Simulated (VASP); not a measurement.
# FTl in VASP: a series of runs

The runs below take FTl through relaxation of the atoms, single point, with revPBE, r2SCAN+D3(BJ), vdW-DF2.

All numbers are computed with VASP 6.6.1; they aren't measurements. Logs are shortened: lines on timing, memory, paths and dates and some standing lists are left out, and cuts for length are marked.

**1. Starting point**

The cell holds a molecule in a box, 2 atoms: a = 9.000 Å, b = 9.000 Å, c = 12.000 Å, α = 90.00°, β = 90.00°, γ = 90.00°.

**2. Relaxation of the atoms, revPBE**

INCAR reads:

```
SYSTEM = TlF
ALGO = Fast ; EDIFF = 1E-6
EDIFFG = -0.01 ; ENCUT = 520
GGA = RE ; IBRION = 2
ISIF = 2 ; ISMEAR = 0
LASPH = .True. ; LCHARG = .False.
LREAL = .False. ; LWAVE = .False.
NELM = 100 ; NSW = 60
PREC = Accurate ; SIGMA = 0.01
```

KPOINTS reads:

```
k-points
0
Gamma
  1 1 1
  0 0 0
```

POSCAR reads:

```
TlF
1.0
    9.0000000000      0.0000000000      0.0000000000
    0.0000000000      9.0000000000      0.0000000000
    0.0000000000      0.0000000000     12.0000000000
F Tl
1 1
Direct
    0.5014444400      0.5023333300      0.4159817500
    0.5014444400      0.5023333300      0.5896849200
```

Potentials or basis: VASP PAW PBE potentials, release 64 (F, Tl_d).

Run with:

```bash
$ cat potpaw_PBE.64/F/POTCAR potpaw_PBE.64/Tl_d/POTCAR > POTCAR
$ mpirun -np 1 vasp_gam > vasp.out
```

OUTCAR:

```text
SYSTEM = TlF
   EDIFF = 1E-6
   EDIFFG = -0.01
   ENCUT = 520
   GGA = RE
   IBRION = 2
   ISIF = 2
   ISMEAR = 0
   LASPH = .True.
   LREAL = .False.
   NELM = 100
   NSW = 60
   PREC = Accurate

 ion  position               nearest neighbor table
   1  0.501  0.502  0.416-   2 2.08
   2  0.501  0.502  0.590-   1 2.08

  LATTYP: Found a simple tetragonal cell.
 ALAT       =     9.0000000000
 C/A-ratio  =     1.3333333333

  Lattice vectors:

 A1 = (   9.0000000000,   0.0000000000,   0.0000000000)
 A2 = (   0.0000000000,   9.0000000000,   0.0000000000)
 A3 = (   0.0000000000,   0.0000000000,  12.0000000000)

Analysis of symmetry for initial positions (statically):
=====================================================================
 Subroutine PRICEL returns:
 Original cell was already a primitive cell.

 Routine SETGRP: Setting up the symmetry group for a
 simple tetragonal supercell.

 Subroutine GETGRP returns: Found  8 space group operations
 (whereof  1 operations were pure point group operations)
 out of a pool of 16 trial point group operations.

The static configuration has the point symmetry C_1 .
 The point group associated with its full space group is C_4v.

Analysis of symmetry for dynamics (positions and initial velocities):
=====================================================================
 Subroutine PRICEL returns:
 Original cell was already a primitive cell.

 Routine SETGRP: Setting up the symmetry group for a
 simple tetragonal supercell.

 Subroutine GETGRP returns: Found  8 space group operations
 (whereof  1 operations were pure point group operations)
 out of a pool of 16 trial point group operations.

The dynamic configuration has the point symmetry C_1 .
 The point group associated with its full space group is C_4v.

 Subroutine INISYM returns: Found  8 space group operations
 (whereof  1 operations are pure point group operations),
 and found     1 'primitive' translations

----------------------------------------------------------------------------------------

                                     Primitive cell

  volume of cell :     972.0000

  direct lattice vectors                    reciprocal lattice vectors
     9.000000000  0.000000000  0.000000000     0.111111111  0.000000000  0.000000000
     0.000000000  9.000000000  0.000000000     0.000000000  0.111111111  0.000000000
     0.000000000  0.000000000 12.000000000     0.000000000  0.000000000  0.083333333

  length of vectors
     9.000000000  9.000000000 12.000000000     0.111111111  0.111111111  0.083333333

  position of ions in fractional coordinates (direct lattice)
     0.501444440  0.502333330  0.415981750
     0.501444440  0.502333330  0.589684920

  ion indices of the primitive-cell ions
   primitive index   ion index
                 1           1
                 2           2

----------------------------------------------------------------------------------------

 KPOINTS: k-points

Automatic generation of k-mesh.
 Grid dimensions read from file:
 generate k-points for:    1    1    1

 Generating k-lattice:

  Cartesian coordinates                     Fractional coordinates (reciprocal lattice)
     0.111111111  0.000000000  0.000000000     1.000000000  0.000000000  0.000000000
     0.000000000  0.111111111  0.000000000     0.000000000  1.000000000  0.000000000
     0.000000000  0.000000000  0.083333333     0.000000000  0.000000000  1.000000000

  Length of vectors
     0.111111111  0.111111111  0.083333333

  Shift w.r.t. Gamma in fractional coordinates (k-lattice)
     0.000000000  0.000000000  0.000000000

 Subroutine IBZKPT returns following result:
 ===========================================

 Found      1 irreducible k-points:

 Following reciprocal coordinates:
            Coordinates               Weight
  0.000000  0.000000  0.000000      1.000000
   k-points           NKPTS =      1   k-points in BZ     NKDIM =      1   number of bands    NBANDS=     14
   number of dos      NEDOS =    301   number of ions     NIONS =      2
   total plane-waves  NPLWV = 441000
   dimension x,y,z NGX =    70 NGY =   70 NGZ =   90
   dimension x,y,z NGXF=   140 NGYF=  140 NGZF=  180
   ions per type =               1   1
   NGX,Y,Z   is equivalent  to a cutoff of  12.93, 12.93, 12.47 a.u.
   NGXF,Y,Z  is equivalent  to a cutoff of  25.86, 25.86, 24.94 a.u.
 SYSTEM =  TlF
   PREC   = accura    normal or accurate (medium, high low for compatibility)
   ISTART =      0    job   : 0-new  1-cont  2-samecut
   ICHARG =      2    charge: 1-file 2-atom 10-const
   ISPIN  =      1    spin polarized calculation?
   LNONCOLLINEAR =      F non collinear calculations
   LSORBIT =      F    spin-orbit coupling
   LASPH  =      T    aspherical Exc in radial PAW
   ENCUT  =  520.0 eV  38.22 Ry    6.18 a.u.  16.73 16.73 22.31*2*pi/ulx,y,z
   NELM   =    100;   NELMIN=  2; NELMDL= -5     # of ELM steps
   EDIFF  = 0.1E-05   stopping-criterion for ELM
   LREAL  =      F    real-space projection
   EDIFFG = -.1E-01   stopping-criterion for IOM
   NSW    =     60    number of steps for IOM
   IBRION =      2    ionic relax: 0-MD 1-quasi-New 2-CG
   NFREE  =      1    steps in history (QN), initial steepest desc. (CG)
   ISIF   =      2    stress and relaxation
   ISYM   =      2    0-nonsym 1-usesym 2-fastsym
   POTIM  = 0.5000    time-step for ionic-motion
   TEBEG  =    0.0;   TEEND  =   0.0 temperature during run
   PSTRESS=    0.0 pullay stress
   NELECT =      20.0000    total number of electrons
   NUPDOWN=      -1.0000    fix difference up-down
   EMIN   =  10.00;   EMAX   =-10.00  energy-range for DOS
   EFERMI =   0.00;   METHOD = LEGACY
   ISMEAR =     0;   SIGMA  =   0.01  broadening in eV -4-tet -1-fermi 0-gaus
   EFERMI_NEDOS =   21; number of points for ismear=-14 and -15
   IALGO  =     68    algorithm
   IMIX   =      4    mixing-type and parameters
     AMIX     =   0.40;   BMIX     =  1.00
     AMIX_MAG =   1.60;   BMIX_MAG =  1.00
  volume/ion in A,a.u.               =     486.00      3279.69
  Fermi-wavevector in a.u.,A,eV,Ry     =   0.448604  0.847738  2.738107  0.201245
  Thomas-Fermi vector in A             =   1.428188
   LORBIT       =      0    0 simple, 1 ext, 2 COOP (PROOUT), +10 PAW based schemes
   GGA     = RE    functional components
   LHFCALC =     F    Hartree Fock is set to
   AEXX    =    0.0000 exact exchange contribution
   IVDW    =     0    specifies the selected vdW correction
   LEPSILON=     F    determine dielectric tensor
   LRPA    =     F    only Hartree local field effects (RPA)
 conjugate gradient relaxation of ions
 non-spin polarized calculation
 RMM-DIIS sequential band-by-band and
 Gauss-broadening in eV      SIGMA  =   0.01
  energy-cutoff  :      520.00
  volume of cell :      972.00
 maximum number of plane-waves:     13093
 NGX is ok and might be reduce to    70
   NGX = 33   NGY = 33   NGZ = 45

--------------------------------------- Ionic step        1  -------------------------------------------

 number of electron      19.9999997 magnetization

 Free energy of the ion-electron system (eV)
  ---------------------------------------------------
  ext. energy  EPLUGINS =         0.00000000
  ---------------------------------------------------
  free energy    TOTEN  =        -6.21799860 eV

  energy without entropy =       -6.21799860  energy(sigma->0) =       -6.21799860

------------------------ aborting loop because EDIFF is reached ----------------------------------------

  FORCE on cell =-STRESS in cart. coord.  units (eV):
  Direction    XX          YY          ZZ          XY          YZ          ZX
  --------------------------------------------------------------------------------------
  -------------------------------------------------------------------------------------
  Total       -0.0315601     -0.0315601      1.7094081      0.0000000      0.0000000      0.0000000
  in kB       -0.0520215     -0.0520215      2.8176697      0.0000000      0.0000000      0.0000000
  external PRESSURE =       0.9045422 kB  Pullay stress =       0.0000000 kB
[... 57 lines left out ...]
  energy  without entropy=       -6.2424202906  energy(sigma->0) =       -6.24242029

--------------------------------------- Ionic step        3  -------------------------------------------

 number of electron      20.0000003 magnetization

 Free energy of the ion-electron system (eV)
  ---------------------------------------------------
  ext. energy  EPLUGINS =         0.00000000
  ---------------------------------------------------
  free energy    TOTEN  =        -6.24488033 eV

  energy without entropy =       -6.24488033  energy(sigma->0) =       -6.24488033

 E-fermi :  -6.1382     XC(G=0):  -1.1349

 val. band max:       -6.2048968567   @ k =   0.0000   0.0000   0.0000
 cond. band min:      -1.8080234707   @ k =   0.0000   0.0000   0.0000
 fundamental gap:      4.3968733860
 Fermi energy:        -6.1382252941

 k-point     1 :       0.0000    0.0000    0.0000
  band No.  band energies     occupation
      1     -25.3650      2.00000
      2     -15.4967      2.00000
      3     -15.4967      2.00000
      4     -15.2557      2.00000
      5     -15.2557      2.00000
      6     -15.1654      2.00000
      7      -9.6810      2.00000
      8      -6.5021      2.00000
      9      -6.5021      2.00000
     10      -6.2049      2.00000
     11      -1.8080      0.00000
     12      -1.8080      0.00000
     13      -0.4669      0.00000
     14      -0.2292      0.00000
[... 27 lines left out ...]
  FREE ENERGIE OF THE ION-ELECTRON SYSTEM (eV)
  ---------------------------------------------------
  free  energy   TOTEN  =        -6.2448803282 eV

  energy  without entropy=       -6.2448803282  energy(sigma->0) =       -6.24488033

 reached required accuracy - stopping structural energy minimisation
```

Wall time 2 min (1 thread of Intel Xeon 6975P-C (Granite Rapids), shared host); peak memory 0.88 GiB.

Results:

```
Free energy                     : -6.2449 eV
Energy gained by relaxing       : 13.4 meV/atom
Ionic steps                     : 3
Gap between the frontier levels : 4.40 eV
```

The path:
```csv
step,energy change (eV),largest force (eV/Å),pressure (GPa)
1,0.0000,0.8814,0.09
2,-0.0244,0.2323,-0.04
3,-0.0269,0.0013,-0.01
```

Final structure:
```cif
data_structure
_symmetry_space_group_name_H-M 'P 1'
_symmetry_Int_Tables_number 1
_cell_length_a 9.0000
_cell_length_b 9.0000
_cell_length_c 12.0000
_cell_angle_alpha 90.000
_cell_angle_beta 90.000
_cell_angle_gamma 90.000
_cell_volume 972.00
loop_
_atom_site_label
_atom_site_type_symbol
_atom_site_fract_x
_atom_site_fract_y
_atom_site_fract_z
_atom_site_occupancy
F1 F 0.50144 0.50233 0.41331 1
Tl1 Tl 0.50144 0.50233 0.59236 1
```

Caveat: the PAW data sets were made with another functional, which shifts forces and pressure a little; spin-orbit coupling is left out, which as a rule narrows the gap of such compounds by several tenths of an eV.

**3. Relaxation of the atoms, r2SCAN+D3(BJ)**

INCAR reads:

```
SYSTEM = TlF
  PREC = Accurate
  ENCUT = 520
  EDIFF = 1E-6
  ISMEAR = 0
  SIGMA = 0.01
  LREAL = .FALSE.
  LASPH = .TRUE.
  NELM = 60
  ALGO = Normal
  ISIF = 2
  LWAVE = .FALSE.
  LCHARG = .FALSE.
  METAGGA = R2SCAN
  LMIXTAU = .TRUE.
  IVDW = 12
  VDW_S6 = 1.0
  VDW_S8 = 0.78981345
  VDW_A1 = 0.49484001
  VDW_A2 = 5.73083694
  IBRION = 2
  NSW = 40
  EDIFFG = -0.01
```

KPOINTS reads:

```
Automatic mesh
0
G
  1 1 1
  0 0 0
```

POSCAR is that of step 2.

Potentials or basis: VASP PAW PBE potentials, release 64 (F, Tl_d).

Run with:

```bash
$ cat potpaw_PBE.64/F/POTCAR potpaw_PBE.64/Tl_d/POTCAR > POTCAR
$ mpirun -np 1 vasp_gam > vasp.out
```

Wall time 8.1 min (1 thread of Intel Xeon 6975P-C (Granite Rapids), shared host); peak memory 1.1 GiB.

The run converged. Its results:

| Quantity | Value |
| --- | --- |
| Free energy | -58.5961 eV |
| Energy gained by relaxing | 2.5 meV/atom |
| Ionic steps | 3 |
| Gap between the frontier levels | 5.05 eV |
| Dispersion energy per atom | -0.004 eV |

The path:
| step | energy change (eV) | largest force (eV/Å) | pressure (GPa) |
| --- | --- | --- | --- |
| 1 | 0.0000 | 0.3893 | 0.03 |
| 2 | -0.0043 | 0.1447 | -0.03 |
| 3 | -0.0051 | 0.0001 | -0.01 |

Final structure:
```
CELL_PARAMETERS angstrom
9.00000 0.00000 0.00000
0.00000 9.00000 0.00000
0.00000 0.00000 12.00000
ATOMIC_POSITIONS crystal
F 0.50144 0.50233 0.41487
Tl 0.50144 0.50233 0.59080
```

Levels at points of the mesh, in eV from the valence-band top:
```
           k point  band 8  band 9  band 10  band 11  band 12  band 13
(0.00, 0.00, 0.00)   -0.49   -0.49     0.00     5.05     5.05     6.82
```

Caveat: the PAW data sets were made with another functional, which shifts forces and pressure a little; spin-orbit coupling is left out, which as a rule narrows the gap of such compounds by several tenths of an eV. r2SCAN opens gaps a little over a GGA but as a rule still falls short of measured ones.

**4. Single point, vdW-DF2**

INCAR reads:

```
SYSTEM = TlF
PREC = Accurate
ENCUT = 400
EDIFF = 1E-7
ISMEAR = 0
SIGMA = 0.01
LREAL = .False.
LASPH = .True.
NELM = 100
ALGO = Normal
ISIF = 2
LWAVE = .False.
LCHARG = .False.
GGA = ML
LUSE_VDW = .True.
AGGAC = 0.0
ZAB_VDW = -1.8867
NBANDS = 17
```

KPOINTS reads:

```
Automatic mesh
0
Gamma
  1 1 1
  0 0 0
```

POSCAR is that of step 3.

Potentials or basis: VASP PAW PBE potentials, release 64 (F_s, Tl_d).

Run with:

```bash
$ cat potpaw_PBE.64/F_s/POTCAR potpaw_PBE.64/Tl_d/POTCAR > POTCAR
$ mpirun -np 1 vasp_gam > vasp.out
```

It took 9.3 min on 1 thread of Intel Xeon 6975P-C (Granite Rapids), shared host; peak memory 1.9 GiB.

It converged, with:

```
Free energy                     : -1.5279 eV
Largest force                   : 1.318 eV/Å
Gap between the frontier levels : 4.34 eV
```

Forces in eV/Å, atoms in the order of the input:
```
F    0.000  0.000 -1.318
Tl   0.000  0.000  1.318
```

Levels at points of the mesh, in eV from the valence-band top:
| k point | band 7 | band 8 | band 9 | band 10 | band 11 | band 12 | band 13 | band 14 |
| --- | --- | --- | --- | --- | --- | --- | --- | --- |
| (0.00, 0.00, 0.00) | -3.44 | -0.54 | -0.54 | 0.00 | 4.34 | 4.34 | 5.91 | 6.25 |

Caveat: the PAW data sets were made with another functional, which shifts forces and pressure a little; spin-orbit coupling is left out, which as a rule narrows the gap of such compounds by several tenths of an eV.

**5. Overview**

```tsv
task	level	potentials or basis	cell	cutoff (eV)	gap on the mesh (eV)
relaxation of the atoms	revPBE	VASP PAW PBE potentials, release 64 (F, Tl_d)	atoms relaxed	520	4.40
relaxation of the atoms	r2SCAN+D3(BJ)	VASP PAW PBE potentials, release 64 (F, Tl_d)	atoms relaxed	520	5.05
single point	vdW-DF2	VASP PAW PBE potentials, release 64 (F_s, Tl_d)	as given	400	4.34
```

Alike in all rows: no spin polarisation; k mesh 1 × 1 × 1; smearing gaussian 0.01 eV.

Caveats: the PAW data sets were made with another functional, which shifts forces and pressure a little; spin-orbit coupling is left out, which as a rule narrows the gap of such compounds by several tenths of an eV.

Total energies depend on the potentials used, so only differences within one code and one set of settings carry meaning.
